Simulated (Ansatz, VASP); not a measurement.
# Co (Cobalt) in two plane-wave programs

Aim: how closely do two programs agree when they are given the same cell, functional and k mesh? The cell is taken from a series of runs on this material, whose earlier steps may have relaxed, scaled, displaced or heated it; both programs get it as it stands.

Program: Ansatz 0.2.0. Level of theory: plane waves, with VASP 6.6.1 beside it; zone-centre phonons at LDA. Results are calculated unless marked as measured.

## (1) Set-up

It takes space group P6_3/mmc (No. 194, hexagonal). The conventional cell has a = 2.507 Å, b = 2.507 Å, c = 4.070 Å, α = 90.00°, β = 90.00°, γ = 120.00°. Co has 12 Co at 2.50 to 2.51 Å nearest.

## (2) Ansatz: zone-centre phonons, LDA

Ansatz runs on its PAW soft_1 files.

Second derivatives magnify differences that forces hide, and they need a tight electronic threshold.

File input.yaml:

```yaml
crystal:
  lattice:
    - [2.5074, 0.0, 0.0]
    - [-1.2537, 2.1714720974, 0.0]
    - [0.0, 0.0, 4.0699]
  atoms:
    - { symbol: Co, position: [0.3333333333, 0.6666666667, 0.25], spin: 1.77 }
    - { symbol: Co, position: [0.6666666667, 0.3333333333, 0.75], spin: 1.77 }
kpoints:
  mp_grid: { grid: [12, 12, 6] }
hamiltonian:
  xc: lda
  pseudopotentials: { kind: paw, azcp: { folder: soft_1 }, xc_functional: pbe }
scf:
  occupations: { method: gaussian, width: 0.15 }
output:
  eigenvalues: true
  populations: true
basis:
  ecutwfc: 260.0
magnetization:
  spin_polarized: true
phonons:
  method: dfpt
```

On the command line:

```sh
ansatz run input.yaml --threads 8 --pin off --max-ram 15360MiB --backend cpu --events-out ev --progress --plain --runs-dir out
```

Numbers of over 12 decimals in the logs are rounded to 6 here.

The program printed:

```text
Warning: basis.ecutwfc = 260 eV is below the records' recommended 420 eV, and the density's cutoff is lower with it unless basis.ecutrho_ratio is high enough to keep the records' density cutoff: compare with a run at a higher cutoff
zone centre: on kpoints.mp_grid the ground state, and the responses unless they are solved on pairs of k-points, stand on 172 of the mesh's 864 k-points, reduced under 4 symmetry operations, with k and −k counted as one. Each operation leaves every solved displacement unchanged or reverses it
Engine: ansatz 0.2.0, x86_64-unknown-linux-gnu
Pseudopotentials: kind: paw
Pseudopotential: Co, paw, valence charge 17, recommended cutoff 420 eV (normal), soft_1/Co.paw.azcp
Functional definition: SPW92
  exchange = slater_x
  correlation = pw_c
Crystal: 2 atoms, lattice volume = 22.160 Å³
Basis set: ecut = 260 eV, 233 PW (Γ), exchange–correlation on 30×30×48 points (8 copies of the dense FFT grid, shifted against one another)
Bands: 23, of which v1, the nominal top of the filled ones, is band 17 counted from 1 (16 counted from 0)
Symmetry: 24 space group operations
Space group: P63/mmc (ITA 194), of the structure as read, at distance tolerance 2.8e-5 Å
Magnetic group: BNS 194.263 (UNI 1493), of the structure as read, at distance tolerance 2.8e-5 Å
k-points: 76 of 864
Non-local potential: Co, projectors of the file, l = 0: 3, l = 1: 2, l = 2: 3, l = 3: 1
PAW form: soft (Blöchl's): semilocal exchange-correlation on the pseudo side does not see the compensation charge
PAW frozen core: Co, regenerated for the run's functional, and the local potential with it (the file was generated under x = pbe(κ = 0.804, μ = 0.219515), c = pbe(β = 0.066725))
PAW one-centre angular grid: Co, 590 points (default); XC on 64 Gauss nodes
Initial density: superposition of atomic densities (chi_scale 0.1, normalization cell)
Starting moments: Σ|m| = 3.54 μB on 2 of 2 sites
Initial wavefunctions: pseudopotential atomic-orbital guess
Functional: x = slater, c = lda
SCF 1 converged in 10 iterations: F = -10122.516544 eV  dr2 = 3.93e-11
  greatest PAW one-centre occupation: 1.007 electrons in one spin orbital (limit 2), on the Co atom at site 1 (counted from 0), in its partial waves of l = 1
a single point of the input's cell can leave the moments in the input for a lower state (scf.lower_state_search): this run first made a single point of its cell. This run's own SCFs start from the density of the state that the single point found, with the moments in the input. The single point stayed on the moments in the input.
k-points: 172 of 864 (irreducible under 4 space group operations, time reversal used)
Initial density: read from a saved state, or passed on in memory by an earlier SCF of this step, an earlier step, the calling program or the single point that the run made first
Stability of the state it starts from, as read at its close in the collinear treatment: not read negative (Ritz values of 1 − χ₀K, real part plus size of imaginary part, from 0.66 to 0.85, by its mixing steps under the symmetry group of the SCF that read it); its run was given moments
Starting moments: Σ|m| = 3.54 μB on 2 of 2 sites; this step starts from the density that it was given
iter 1 solved again at ethr=8.32e-11 eV; its pass at ethr=3.10e-3 eV (dr2=2.83e-8 eV) is discarded
SCF iter   1: F=—  HF=-10122.516544 eV  |F-HF|=—  |Δ(HF+E_count)|=         —  Δρ=5.21e-7 (↑3.44e-7 ↓5.21e-7)  dr2=7.47e-12  dr2_m=3.53e-11  M=3.122 μB ∫|m|=3.343 μB  β_m=0.65  ethr=8.32e-11  ⟨swp⟩=4.0  Hψ=55749  notcnv=0
preconditioner: auto → none  [metal: Δε(μ)=0.007 eV  Ē_g=9.414 eV  σ=0.150 eV  W_gap=0.03  n_scr=2 (ndim 8)  ℏωp=33.5 eV  f_vac=0.000  D(μ)=2.03/eV (n_scr^D=22)]
SCF iter   2: F=—  HF=-10122.516544 eV  |F-HF|=—  |Δ(HF+E_count)|=  9.09e-11  Δρ=2.52e-7 (↑2.52e-7 ↓1.95e-7)  dr2=8.70e-13  dr2_m=9.63e-12  M=3.122 μB ∫|m|=3.343 μB  β_m=0.65  ethr=1.00e-12  ⟨swp⟩=1.2  Hψ=8018  notcnv=0
SCF iter   3: F=—  HF=-10122.516544 eV  |F-HF|=—  |Δ(HF+E_count)|=  1.09e-11  Δρ=2.70e-7 (↑1.28e-7 ↓2.70e-7)  dr2=2.07e-11  dr2_m=1.07e-12  M=3.122 μB ∫|m|=3.343 μB  β_m=0.55  ethr=1.00e-12  ⟨swp⟩=1.0  Hψ=7912  notcnv=0
SCF iter   4: F=-10122.516544 eV  HF=-10122.516544 eV  |F-HF|=1.82e-12  |Δ(HF+E_count)|=  9.09e-12  Δρ=4.15e-8 (↑3.05e-8 ↓4.15e-8)  dr2=7.77e-14  dr2_m=2.27e-13  M=3.122 μB ∫|m|=3.343 μB  ethr=1.00e-12  ⟨swp⟩=3.0  Hψ=26837  notcnv=0
SCF 2 converged in 4 iterations: F = -10122.516544 eV  dr2 = 7.77e-14
DFPT response loops at Γ: preconditioner auto → Kerker (q_TF=auto, 2.930 Å⁻¹) (partly filled bands, converged f_vac=0.000); β = 1.00, the filter's whole step (`scf.mixing.beta` (0.30) is not read by the response loops under this deck's `scf.mixing.preconditioner`; to damp them name `kerker` or `kerker_dos`, under which they read `scf.mixing.beta`, and type it under 1.00, their step now; both keys bind the ground state too); Broyden in place of MSR1
SCF converged after 4 iterations
Magnetization: 3.1218 μB (18.5609 up, 15.4391 down)
Absolute magnetization: 3.3464 μB (∫|ρ↑−ρ↓|, with the PAW one-centre terms)
Spin contamination: 0.0367 ħ² per cell (⟨S²⟩ above its minimum at these occupations)
Per-site moments (μB) at R_I (Å): [(1.611546, 1.030153), (1.611546, 1.030153)]
Free energy (F): -10122.516544 eV
Harris-Foulkes:  -10122.516544 eV  (|F-HF|=1.82e-12)
Internal energy: -10122.493653 eV  (E = F + TS)
E sigma→0 (E₀):  -10122.505098 eV
Entropy (-TS):   -0.022891 eV (-11.445 meV/atom)
Fermi energy:    17.486820 eV
--- Per-component energies (eV) ---
  E_band       = -522.157987
  E_kinetic    = 592.249455
  E_local      = -5397.099406  (includes V_loc(G=0)·N_el)
  E_nonlocal   = 911.481163
  E_hartree    = 2395.019210
  E_xc         = -182.847392
  E_vxc        = -236.278280  (∫ρ·V_xc dr)
  E_paw        = -3050.838597  (= ΣΔE_a)
  E_vpaw       = -1182.529171  (= ΣTr[D̂ρ^β])
  E_aug_tail   = -0.020184  (compensation charges beyond the density's cutoff)
  E_ewald      = -5391.274405
  E_core_change = 0.836503  (= ΣΔE_core)
  E_smearing   = -0.022891  (= −TS)
  E_closure    = 0.000000  (closes the sum)
  Σ components = -10122.516544   (vs F -10122.516544, Δ=0.00e0)
--- Band table (eV; the first three rows and the last of 344) ---
  k-point 0 ↑: bands = [... 13 lower, 15.2528, 15.2528, 15.6093, 15.6093, 16.7468, 16.7468, 17.5326, 23.6757, ... 2 higher]
  k-point 1 ↑: bands = [... 13 lower, 15.2290, 15.2290, 15.7962, 15.7962, 16.5707, 16.8329, 16.8329, 25.2788, ... 2 higher]
  k-point 2 ↑: bands = [... 13 lower, 15.0737, 15.0737, 15.1671, 16.1634, 16.1634, 16.6387, 16.6387, 28.4832, ... 2 higher]
  k-point 171 ↓: bands = [... 13 lower, 15.9806, 17.2129, 17.2129, 18.6500, 18.6500, 20.9369, 20.9369, 28.5117, ... 2 higher]
--- Phonons (Γ-DFPT): 2 representative perturbations + reference, on 172 of 864 k-points (Σ response iterations 6) ---
  k mesh reduced under 4 symmetry operations, with k and −k counted as one. Each operation leaves every solved displacement unchanged or reverses it
  ASR residual: 2.378e-5 → 0.000e0 eV/Å²; symmetrization residual: 1.357e-12 eV/Å²
  ASR residual per site (eV/Å²): 2.38e-5 2.38e-5
  Γ frequencies (cm⁻¹): 0.00 0.00 0.00 133.84 133.84 158.11
  non-analytic LO–TO correction: not included (Born effective charges unavailable; polar crystals: no LO–TO splitting at Γ)
--- Löwdin populations: 2 sites ---
  site symbol       q [e]    m [muB]
     0     Co     16.8203     1.6023
     1     Co     16.8203     1.6023
  spilling = 0.010573 (of n_electrons = 34.000000)
```

In the SCF lines HF is the Harris–Foulkes energy and dr2 the Hartree energy of the density residual, in eV; the loop may stop once dr2 is under the threshold and the program's other checks hold. Hψ counts applications of the Hamiltonian.

## (3) VASP: zone-centre phonons, LDA

The same cell, functional (in two slightly different forms), mesh and smearing now go to VASP, with its own data sets.

Lines of VASP's logs that name or quote its potential files are left out, and so is its time.

File INCAR:

```
SYSTEM = Co
PREC = Accurate
ENCUT = 600
EDIFF = 1E-08
NELM = 200
ISMEAR = 0
SIGMA = 0.15
LREAL = .FALSE.
ALGO = Normal
GGA = CA
NBANDS = 18
ISPIN = 2
MAGMOM = 1.61 1.61
LASPH = .TRUE.
LMAXMIX = 4
LORBIT = 11
LWAVE = .FALSE.
LCHARG = .FALSE.
ISIF = 2
IBRION = 8
GGA_COMPAT = .FALSE.
KPAR = 2
```

File POSCAR:

```
Co
1.0
    2.5074000000      0.0000000000      0.0000000000
   -1.2537000000      2.1714720974      0.0000000000
    0.0000000000      0.0000000000      4.0699000000
Co
2
Direct
    0.3333333333      0.6666666667      0.2500000000
    0.6666666667      0.3333333333      0.7500000000
```

File KPOINTS:

```
Automatic mesh
0
Gamma
12 12 6
0 0 0
```

PAW data sets: Co (LDA family, release 64).

On the command line:

```sh
mpirun -np 2 vasp_std
```

The program printed:

```text
[banner, memory and clock lines left out]
running    2 mpi-ranks, on    1 nodes
 distrk:  each k-point on    1 cores,    2 groups
 distr:  one band on    1 cores,    1 groups

 POSCAR found type information on POSCAR Co
 POSCAR found :  1 types and       2 ions
 LDA part: xc-table for (Slater(with rela. corr.)+CA(PZ))
 , standard interpolation
 POSCAR, INCAR and KPOINTS ok, starting setup
 FFT: planning ... GRIDC
 FFT: planning ... GRID_SOFT
 FFT: planning ... GRID
 WAVECAR not read
 entering main loop
       N       E                     dE             d eps       ncg     rms          rms(c)
DAV:   1     0.871786470427E+02    0.87179E+02   -0.88286E+03  5592   0.147E+03
DAV:   2    -0.146274022555E+02   -0.10181E+03   -0.92453E+02  5490   0.239E+02
DAV:   3    -0.184838667974E+02   -0.38565E+01   -0.36909E+01  6092   0.600E+01
DAV:   4    -0.185420044293E+02   -0.58138E-01   -0.58093E-01  6808   0.628E+00
DAV:   5    -0.185436572358E+02   -0.16528E-02   -0.16527E-02  6422   0.100E+00    0.148E+01
DAV:   6    -0.166926815233E+02    0.18510E+01   -0.10675E+01  5866   0.689E+01    0.860E+00
DAV:   7    -0.161176406466E+02    0.57504E+00   -0.18468E+00  6176   0.266E+01    0.360E+00
DAV:   8    -0.160992471581E+02    0.18393E-01   -0.14618E-02  7404   0.108E+00    0.173E+00
DAV:   9    -0.160846113262E+02    0.14636E-01   -0.24123E-03  9046   0.816E-01    0.547E-01
DAV:  10    -0.160835689440E+02    0.10424E-02   -0.29369E-04  7168   0.207E-01    0.272E-01
DAV:  11    -0.160833912237E+02    0.17772E-03   -0.11358E-04  7138   0.187E-01    0.415E-02
DAV:  12    -0.160833778803E+02    0.13343E-04   -0.10101E-05  7312   0.252E-02    0.237E-02
DAV:  13    -0.160833682198E+02    0.96604E-05   -0.26765E-06  8568   0.248E-02    0.136E-02
DAV:  14    -0.160833685671E+02   -0.34729E-06   -0.31914E-07  7004   0.699E-03    0.285E-03
DAV:  15    -0.160833685568E+02    0.10285E-07   -0.23420E-08  4928   0.248E-03    0.124E-03
DAV:  16    -0.160833685639E+02   -0.70788E-08   -0.20837E-09  3210   0.688E-04
   1 F= -.16083369E+02 E0= -.16071269E+02  d E =-.241987E-01  mag=     3.1127
 Linear response reoptimize wavefunctions to high precision
DAV:   1    -0.160833685626E+02    0.12924E-08   -0.53083E-10  3246   0.308E-04
DAV:   2    -0.160833685626E+02   -0.18872E-10   -0.21534E-10  2944   0.148E-04
 Linear response DOF=           2
 Linear response progress:
  Degree of freedom:   1/  2
       N       E                     dE             d eps       ncg     rms          rms(c)
RMM:   1    -0.159479670012E+00   -0.15948E+00   -0.11275E-01 31492   0.240E+00
RMM:   2    -0.158080365884E+00    0.13993E-02   -0.48542E-03 32921   0.714E-01    0.517E-01
RMM:   3    -0.157435702790E+00    0.64466E-03   -0.20276E-03 34740   0.296E-01    0.244E-01
RMM:   4    -0.157364640570E+00    0.71062E-04   -0.18304E-04 37156   0.938E-02    0.551E-02
RMM:   5    -0.157192968008E+00    0.17167E-03   -0.16628E-04 36193   0.853E-02    0.224E-02
RMM:   6    -0.157216967187E+00   -0.23999E-04   -0.13420E-05 38447   0.310E-02    0.375E-02
RMM:   7    -0.157212194034E+00    0.47732E-05   -0.16134E-06 32794   0.143E-02    0.636E-03
RMM:   8    -0.157201877521E+00    0.10317E-04   -0.32669E-07 39464   0.394E-03    0.314E-03
RMM:   9    -0.157189394095E+00    0.12483E-04   -0.52200E-08 37606   0.170E-03    0.729E-04
RMM:  10    -0.157188223002E+00    0.11711E-05   -0.95186E-09 40976   0.836E-04    0.214E-04
RMM:  11    -0.157187513131E+00    0.70987E-06   -0.41616E-09 41017   0.291E-04    0.946E-05
RMM:  12    -0.157186790875E+00    0.72226E-06   -0.29969E-09 41256   0.113E-04    0.390E-05
RMM:  13    -0.157186631508E+00    0.15937E-06   -0.21035E-09 42448   0.565E-05    0.174E-05
RMM:  14    -0.157186603480E+00    0.28028E-07    0.42880E-09 42306   0.366E-05    0.606E-06
RMM:  15    -0.157186592679E+00    0.10801E-07    0.50640E-09 43387   0.298E-05    0.284E-06
RMM:  16    -0.157186583977E+00    0.87016E-08   -0.42966E-10 40534   0.279E-05    0.823E-07
 first order change of Fermi-energy   0.13173E-04
 force on displaced ion       1 direction 1 :  -2.275   0.001   0.000
 Linear response progress:
  Degree of freedom:   2/  2
       N       E                     dE             d eps       ncg     rms          rms(c)
RMM:   1    -0.184047617085E+00   -0.18405E+00   -0.14240E-01 10780   0.259E+00
RMM:   2    -0.177517457187E+00    0.65302E-02   -0.51627E-03 10362   0.952E-01    0.521E-01
RMM:   3    -0.177559150083E+00   -0.41693E-04   -0.27270E-03 11792   0.345E-01    0.247E-01
RMM:   4    -0.177664739291E+00   -0.10559E-03   -0.25286E-04 12463   0.104E-01    0.852E-02
RMM:   5    -0.177967729748E+00   -0.30299E-03   -0.88731E-05 10052   0.110E-01    0.262E-01
RMM:   6    -0.177832748651E+00    0.13498E-03   -0.10674E-04 11002   0.102E-01    0.189E-02
RMM:   7    -0.177887451837E+00   -0.54703E-04   -0.32444E-05 12965   0.348E-02    0.708E-03
RMM:   8    -0.177874427915E+00    0.13024E-04    0.19335E-07 13311   0.872E-03    0.349E-03
RMM:   9    -0.177865101652E+00    0.93263E-05   -0.23212E-07 13434   0.206E-03    0.171E-03
RMM:  10    -0.177861416499E+00    0.36852E-05   -0.63053E-07 13256   0.988E-04    0.246E-04
RMM:  11    -0.177861370430E+00    0.46069E-07   -0.20903E-07 14078   0.320E-04    0.912E-05
RMM:  12    -0.177861129250E+00    0.24118E-06   -0.74439E-08 13738   0.111E-04    0.502E-05
RMM:  13    -0.177860749640E+00    0.37961E-06   -0.15374E-07 14133   0.590E-05    0.136E-05
RMM:  14    -0.177860676324E+00    0.73316E-07   -0.53982E-08 13788   0.368E-05    0.328E-06
RMM:  15    -0.177860691314E+00   -0.14990E-07   -0.67867E-08 14451   0.285E-05    0.147E-06
RMM:  16    -0.177860692447E+00   -0.11334E-08   -0.67733E-08 13696   0.256E-05    0.746E-07
 first order change of Fermi-energy   0.37161E-03
 force on displaced ion       1 direction 3 :   0.000  -0.000  -4.209
 Linear response finished
```

(Continued in part 2 of 2.)

[Lines on the potential files, build, host, timing and source positions are cut from VASP's logs without a mark.]

[Logs are printed without paths, hosts, clocks, repeated set-up lines and the standing remarks that a program may print on its own settings, such as how far it seeks lower states.]

[Hosts, paths, dates, database ids (printed as entryN), source tags and the programs' standing remarks are cut or masked in the printed files.]
